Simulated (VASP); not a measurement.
```
CELL_PARAMETERS angstrom
      3.88951    -2.16188    -0.02665
      3.88951     2.16188    -0.02665
      2.71224     0.00000     3.52796
ATOMIC_POSITIONS crystal
  Sb 0.23631 0.23631 0.23631
  Sb 0.76369 0.76369 0.76369
```

The numbers are results of PBE GGA with D4 dispersion, VASP's PBE PAW potentials (set 64) (plane waves; VASP), not measurements. Numerical set-up: 520 eV cut-off, 12×12×12 Γ-centred mesh, tetrahedra with Blöchl corrections, potentials Sb.

Unless said otherwise, spin-orbit coupling is left out, though it shifts the bands of the heavy elements here.

Predict the energy per atom (σ→0), band gap (on the k-mesh) with the smallest direct gap where there is one.

```json
{
 "band gap (on the k-mesh)": "none (metal, semimetal or under 0.01 eV)",
 "energy per atom (σ→0)": "-4640 meV/atom"
}
```

The compound is Sb in the a7 structure. It was relaxed first.
